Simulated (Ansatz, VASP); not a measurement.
**AgPbF4: VASP beside Ansatz**

```xyz
6
Lattice="4.0345 0.0000 0.0000 -2.0172 3.4939 0.0000 0.0000 0.0000 5.9250" Properties=species:S:1:pos:R:3 pbc="T T T"
Ag    0.0000    0.0000    2.9625
Pb    0.0000    0.0000    0.0000
F     0.0000    2.3293    1.3988
F     0.0000    2.3293    4.5262
F     2.0172    1.1646    1.3988
F     2.0172    1.1646    4.5262
```

Alike in both runs: functional PBE; k mesh 6 × 6 × 4; occupations gaussian, width 0.1 eV; no spin polarisation.

Ansatz relaxed the structure, and its values are those at the end. VASP's run is a single point on that final structure, the one shown.

```csv
,VASP,Ansatz
version,VASP 6.6.1,Ansatz 0.2.0
potentials or method,"VASP PAW PBE potentials, release 64 (Ag, Pb_d, F)","scalar-relativistic, plane waves, PAW"
plane-wave cutoff (eV),520,420
valence electrons in the cell,53,61
```

```csv
,VASP,Ansatz,Ansatz less VASP
gap on the k mesh at the Fermi level (eV),none,none,-
pressure (GPa),0.0,0.3,+0.22
rms of the force components (eV/Å),0.004,0.000,-0.0039
```

A gap of «none» marks a metal or a gap that the smearing closes. With one functional, cell and mesh, what is left measures potentials, basis and numerics. The two sets of potentials don't hold the same shells in valence.

Caveats: an odd number of electrons without spin polarisation forces a metal; a magnetic or distorted state may lie lower. The runs have no spin-orbit coupling, so splittings on Pb are missing.
